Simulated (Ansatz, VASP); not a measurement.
# SiGe in two plane-wave programs, part 2 of 3

Wanted: the spread between two codes on one cell, functional and k mesh. The cell is generated by rule, not measured, and may not be a known phase. The cell is taken from a series of runs on this material, whose earlier steps may have relaxed, scaled, displaced or heated it; both programs get it as it stands.

VASP 6.6.1 and Ansatz 0.2.0.

So far: Starting point; Ansatz: relaxation of cell and atoms, LDA, pair 1.

## Step 3: VASP: relaxation of cell and atoms, LDA, pair 1

Level of this step: LDA; plane waves and PAW (Si, Ge_d); invented cell (VASP).

The same cell, functional (in two slightly different forms), mesh and smearing now go to VASP, with its own data sets.

Lines of VASP's logs that name or quote its potential files are left out, and so is its time.

Input file INCAR:

```
SYSTEM = SiGe
PREC = Accurate
ENCUT = 500
EDIFF = 1E-07
NELM = 120
ISMEAR = 0
SIGMA = 0.02
LREAL = .FALSE.
ALGO = Normal
GGA = CA
NBANDS = 78
LORBIT = 11
LWAVE = .FALSE.
LCHARG = .FALSE.
ISIF = 3
IBRION = 2
NSW = 80
EDIFFG = -0.005
LASPH = .TRUE.
GGA_COMPAT = .FALSE.
NELMIN = 4
KPAR = 4
```

Input file POSCAR:

```
SiGe
1.0
    3.8939290000      0.0000080000     -0.0000260000
    0.0000080000      3.8939290000     -0.0000260000
    1.9468350000      1.9468350000     19.2652200000
Si Ge
7 7
Direct
    0.9962138342      0.9962194840      0.0075769601
    0.4618552648      0.9618517978      0.0763006089
    0.4273454931      0.4273506293      0.1453084482
    0.8928603805      0.3928540886      0.2142857143
    0.8583638139      0.8583689501      0.2832630323
    0.3238626713      0.8238592044      0.3522708197
    0.2894949851      0.2895006350      0.4209944685
    0.7539045203      0.2539020806      0.4921810497
    0.7168074433      0.7168089842      0.5663736139
    0.1798505905      0.6798486645      0.6402941857
    0.1428586470      0.1428558221      0.7142857143
    0.6058658047      0.1058638786      0.7882772429
    0.5689057158      0.5689072567      0.8621978666
    0.0318123886      0.5318099489      0.9363903788
```

Input file KPOINTS:

```
Automatic mesh
0
Gamma
8 8 2
0 0 0
```

PAW data sets: Si and Ge_d (LDA family, release 64).

Started as:

```sh
mpirun -np 4 vasp_std
```

Numbers of over 12 decimals in the logs are rounded to 6 here.

The log of the run:

```text
[banner, memory and clock lines left out]
running    4 mpi-ranks, on    1 nodes
 distrk:  each k-point on    1 cores,    4 groups
 distr:  one band on    1 cores,    1 groups

 POSCAR found type information on POSCAR SiGe
 POSCAR found :  2 types and      14 ions
 LDA part: xc-table for (Slater(with rela. corr.)+CA(PZ))
 , standard interpolation
|                                                                             |
|           W    W    AA    RRRRR   N    N  II  N    N   GGGG   !!!           |
|           W    W   A  A   R    R  NN   N  II  NN   N  G    G  !!!           |
|           W    W  A    A  R    R  N N  N  II  N N  N  G       !!!           |
|           W WW W  AAAAAA  RRRRR   N  N N  II  N  N N  G  GGG   !            |
|           WW  WW  A    A  R   R   N   NN  II  N   NN  G    G                |
|           W    W  A    A  R    R  N    N  II  N    N   GGGG   !!!           |
|                                                                             |
|     Your reciprocal lattice and k-lattice belong to different lattice       |
|     classes:                                                                |
|                                                                             |
|        The reciprocal lattice is body-centered tetragonal,                  |
|        whereas your k-lattice is base-centered monoclinic.                  |
|                                                                             |
|     Results are often still useful ...                                      |
|                                                                             |

 POSCAR, INCAR and KPOINTS ok, starting setup
 FFT: planning ... GRIDC
 FFT: planning ... GRID_SOFT
 FFT: planning ... GRID
 WAVECAR not read
 entering main loop
       N       E                     dE             d eps       ncg     rms          rms(c)
DAV:   1     0.157871973558E+04    0.15787E+04   -0.53028E+04  8514   0.340E+03
DAV:   2     0.249066492211E+03   -0.13297E+04   -0.12704E+04  6552   0.105E+03
DAV:   3    -0.498052602375E+02   -0.29887E+03   -0.28410E+03  7014   0.243E+02
DAV:   4    -0.784789345387E+02   -0.28674E+02   -0.28126E+02  7858   0.831E+01
DAV:   5    -0.795115122818E+02   -0.10326E+01   -0.10269E+01  7786   0.170E+01    0.115E+01
DAV:   6    -0.784502633649E+02    0.10612E+01   -0.72469E-01  9490   0.462E+00    0.659E+00
DAV:   7    -0.779455378490E+02    0.50473E+00   -0.10723E+00  7352   0.617E+00    0.755E-01
DAV:   8    -0.779538765683E+02   -0.83387E-02   -0.10327E-01  8192   0.387E+00    0.575E-01
DAV:   9    -0.779533672403E+02    0.50933E-03   -0.12314E-02  8384   0.921E-01    0.236E-01
DAV:  10    -0.779535160317E+02   -0.14879E-03   -0.22976E-03  8088   0.131E+00    0.856E-02
DAV:  11    -0.779534949849E+02    0.21047E-04   -0.48782E-04 10536   0.330E-01    0.558E-02
DAV:  12    -0.779535141025E+02   -0.19118E-04   -0.25995E-04  8760   0.122E-01    0.145E-02
DAV:  13    -0.779535081985E+02    0.59040E-05   -0.91292E-05  8568   0.164E-01    0.900E-03
DAV:  14    -0.779535083033E+02   -0.10480E-06   -0.15745E-05  7856   0.104E-01    0.408E-03
DAV:  15    -0.779535087174E+02   -0.41402E-06   -0.45393E-06  7608   0.189E-02    0.265E-03
DAV:  16    -0.779535087208E+02   -0.34015E-08   -0.46327E-07  5808   0.134E-02
   1 F= -.77953509E+02 E0= -.77953508E+02  d E =-.779535E+02
[... from here on, the cycles between the ionic steps are left out ...]
   2 F= -.77953559E+02 E0= -.77953559E+02  d E =-.503820E-04
   3 F= -.77953567E+02 E0= -.77953567E+02  d E =-.586424E-04
   4 F= -.77953563E+02 E0= -.77953563E+02  d E =-.547113E-04
   5 F= -.77953559E+02 E0= -.77953558E+02  d E =-.500349E-04
   6 F= -.77953562E+02 E0= -.77953561E+02  d E =-.530963E-04
   7 F= -.77953560E+02 E0= -.77953560E+02  d E =-.516451E-04
   8 F= -.77953561E+02 E0= -.77953561E+02  d E =-.525547E-04
 curvature:  -0.00 expect dE=-0.935E-08 dE for cont linesearch -0.100E-08
 ZBRENT: accuracy reached
 trial: gam=-0.02088 g(F)=  0.844E-05 g(S)=  0.186E-06 ort = 0.117E-04 (trialstep = 0.899E+00)
 search vector abs. value=  0.820E-05
 bond charge predicted
       N       E                     dE             d eps       ncg     rms          rms(c)
DAV:   1    -0.779535669821E+02   -0.57095E-05   -0.76094E-04  7928   0.113E-01    0.542E-03
DAV:   2    -0.779535680496E+02   -0.10675E-05   -0.14410E-05  8856   0.222E-02    0.308E-03
DAV:   3    -0.779535678832E+02    0.16639E-06   -0.39479E-07  6268   0.737E-03    0.134E-03
DAV:   4    -0.779535678616E+02    0.21664E-07   -0.19427E-07  4636   0.764E-03
   9 F= -.77953568E+02 E0= -.77953567E+02  d E =-.658608E-05
 trial-energy change:   -0.000007  1 .order   -0.000006   -0.000008   -0.000005
 step:   3.0578(harm=  3.0578)  dis= 0.00091  next Energy=   -77.953574 (dE=-0.128E-04)
 reached required accuracy - stopping structural energy minimisation
```

OUTCAR, selected parts (step 3):

```text
ion  position               nearest neighbor table
   1  0.996  0.996  0.008-   2 2.35   2 2.35  14 2.38  14 2.38
   2  0.462  0.962  0.076-   1 2.35   1 2.35   3 2.36   3 2.36
   3  0.427  0.427  0.145-   4 2.36   4 2.36   2 2.36   2 2.36
   4  0.893  0.393  0.214-   3 2.36   5 2.36   3 2.36   5 2.36
   5  0.858  0.858  0.283-   4 2.36   4 2.36   6 2.36   6 2.36
   6  0.324  0.824  0.352-   7 2.35   7 2.35   5 2.36   5 2.36
   7  0.289  0.290  0.421-   6 2.35   6 2.35   8 2.38   8 2.38
   8  0.754  0.254  0.492-   7 2.38   7 2.38   9 2.42   9 2.42
   9  0.717  0.717  0.566-  10 2.41  10 2.41   8 2.42   8 2.42
  10  0.180  0.680  0.640-   9 2.41   9 2.41  11 2.41  11 2.41
  11  0.143  0.143  0.714-  10 2.41  12 2.41  12 2.41  10 2.41
  12  0.606  0.106  0.788-  13 2.41  13 2.41  11 2.41  11 2.41
  13  0.569  0.569  0.862-  12 2.41  12 2.41  14 2.42  14 2.42
  14  0.032  0.532  0.936-   1 2.38   1 2.38  13 2.42  13 2.42

  LATTYP: Found a body centered tetragonal cell.
 ALAT       =     3.8939290001
 C/A-ratio  =     9.8950165760

 Subroutine GETGRP returns: Found  2 space group operations
 (whereof  1 operations were pure point group operations)

The static configuration has the point symmetry C_1 .
 The point group associated with its full space group is C_2 .

 Found     42 irreducible k-points:

   k-points           NKPTS =     42   k-points in BZ     NKDIM =     42   number of bands    NBANDS=     78

   dimension x,y,z NGX =    28 NGY =   28 NGZ =  144
   dimension x,y,z NGXF=    56 NGYF=   56 NGZF=  288

   ENCUT  =  500.0 eV  36.75 Ry    6.06 a.u.   7.10  7.10 35.48*2*pi/ulx,y,z

   NELECT =     126.0000    total number of electrons

 k-points in reciprocal lattice and weights: Automatic mesh
   0.00000000  0.00000000  0.00000000       0.008
   0.12500000  0.00000000 -0.00000000       0.031
   0.25000000  0.00000000 -0.00000000       0.031
   0.37500000 -0.00000000 -0.00000000       0.031
   0.50000000  0.00000000 -0.00000000       0.016
   0.12500000  0.12500000 -0.00000000       0.016
   0.25000000  0.12500000  0.00000000       0.031
   0.37500000  0.12500000 -0.00000000       0.031
   0.50000000  0.12500000 -0.00000000       0.031
[...]
-0.37500000  0.37500000  0.50000000       0.016
   0.50000000  0.50000000  0.50000000       0.008

 average (electrostatic) potential at core
       1 -85.6144       2 -85.5227       3 -85.5295       4 -85.5310       5 -85.5295
       6 -85.5227       7 -85.6144       8 -74.4232       9 -74.4729      10 -74.4645
      11 -74.4642      12 -74.4645      13 -74.4729      14 -74.4232

 E-fermi :   5.5538

 k-point     1 :       0.0000    0.0000    0.0000
  band No.  band energies     occupation
    ...
     59       4.4237      2.00000
     60       4.4237      2.00000
     61       5.4058      2.00000
     62       5.5056      1.99935
     63       5.5057      1.99933
     64       5.6005      0.00095
     65       5.6472      0.00000
     66       6.1247      0.00000
     67       6.2641      0.00000
     68       6.5826      0.00000
    ...

 k-point     2 :       0.1250    0.0000   -0.0000
  band No.  band energies     occupation
    ...
     59       4.5025      2.00000
     60       4.5175      2.00000
     61       4.7392      2.00000
     62       4.8657      2.00000
     63       5.4302      2.00000
     64       5.8860      0.00000
     65       6.2746      0.00000
     66       6.7419      0.00000
     67       6.9218      0.00000
     68       7.0205      0.00000
    ...

 k-point     3 :       0.2500    0.0000   -0.0000
  band No.  band energies     occupation
    ...
     59       4.3087      2.00000
     60       4.4817      2.00000
     61       4.5750      2.00000
     62       4.5857      2.00000
     63       5.1949      2.00000
     64       6.2762      0.00000
     65       6.6727      0.00000
     66       6.7581      0.00000
     67       6.8142      0.00000
     68       7.2409      0.00000
    ...

  Total        0.0416321      0.0416321      0.0477264      0.0006490      0.0001625      0.0001625
  in kB        0.2282140      0.2282140      0.2616211      0.0035575      0.0008905      0.0008909
  external PRESSURE =       0.2393497 kB  Pullay stress =       0.0000000 kB

  energy-cutoff  :      500.00
  volume of cell :      292.28
      direct lattice vectors                 reciprocal lattice vectors
     3.894604741  0.000024074 -0.000022996     0.256765313 -0.000001740 -0.025946217
     0.000024074  3.894604741 -0.000022996    -0.000001740  0.256765313 -0.025946217
     1.947195765  1.947195765 19.269434939     0.000000306  0.000000306  0.051895596

 POSITION                                       TOTAL-FORCE (eV/Angst)
 -----------------------------------------------------------------------------------
      3.89464      3.89467      0.14640         0.000072      0.000562      0.004466
      1.94733      3.89462      1.47029        -0.000043      0.000011      0.002445
      1.94730      1.94731      2.80000         0.000030     -0.000045      0.000638
      3.89460      1.94729      4.12914        -0.000011      0.000011      0.000000
      3.89458      3.89460      5.45827         0.000045     -0.000030     -0.000638
      1.94728      3.89456      6.78798        -0.000011      0.000043     -0.002445
      1.94722      1.94725      8.11187        -0.000562     -0.000072     -0.004466
      3.89446      1.94715      9.48355        -0.000751     -0.001178     -0.004711
      3.89447      3.89446     10.91364        -0.000984     -0.001200     -0.002069
      1.94719      3.89448     12.33808        -0.000846     -0.000469     -0.000550
      1.94724      1.94722     13.76388         0.000215     -0.000215      0.000000
      3.89458      1.94730     15.18965         0.000469      0.000846      0.000550
      3.89463      3.89462     16.61407         0.001200      0.000984      0.002069
      1.94733      3.89460     18.04417         0.001178      0.000751      0.004711
 -----------------------------------------------------------------------------------
    total drift:                               -0.000610     -0.000520     -0.000638

  FREE ENERGIE OF THE ION-ELECTRON SYSTEM (eV)
  ---------------------------------------------------
  free  energy   TOTEN  =       -77.9535678616 eV

  energy  without entropy=      -77.9535667966  energy(sigma->0) =      -77.95356733

 reached required accuracy - stopping structural energy minimisation

 total charge
# of ion       s       p       d       tot
------------------------------------------
    1        0.763   0.925   0.000   1.688
    2        0.759   0.941   0.000   1.701
    3        0.759   0.940   0.000   1.700
    4        0.759   0.941   0.000   1.699
    5        0.759   0.940   0.000   1.700
    6        0.759   0.941   0.000   1.701
    7        0.763   0.925   0.000   1.688
    8        1.129   1.345  10.030  12.504
    9        1.135   1.312  10.030  12.477
   10        1.135   1.314  10.030  12.480
   11        1.136   1.313  10.030  12.480
   12        1.135   1.314  10.030  12.480
   13        1.135   1.312  10.030  12.477
   14        1.129   1.345  10.030  12.504
--------------------------------------------------
tot         13.255  15.812  70.212  99.278

[... 3 further parts left out ...]
```

The gap is read on the k-mesh alone, so it is an upper bound where the band edges lie off the mesh. The run keeps the 2 symmetry operations of its start, so it cannot find a distortion of lower symmetry.

## Step 4: Differences

Known differences besides the potentials themselves: the two LDA forms differ slightly; the cutoff is 420 eV in Ansatz and 500 eV in VASP; VASP's log shows a relativistic correction to its local exchange, Ansatz's none; Ansatz adds a Pulay correction to the stress that steers its cell, VASP none. Total energies have different zeros and are not compared.

Compared:

```csv
quantity,Ansatz,VASP,difference
volume (Å³),292.09,292.28,-0.07 %
"edge a after relaxation, in the typed setting (Å)",3.894,3.895,-0.02 %
"edge c after relaxation, in the typed setting (Å)",19.461,19.465,-0.02 %
```

(Continued in part 3 of 3.)

[Lines on the potential files, build, host, timing and source positions are cut from VASP's logs without a mark.]

[Logs are printed without paths, hosts, clocks, repeated set-up lines and the standing remarks that a program may print on its own settings, such as how far it seeks lower states.]

[Hosts, paths, dates, database ids (printed as entryN), source tags and the programs' standing remarks are cut or masked in the printed files.]
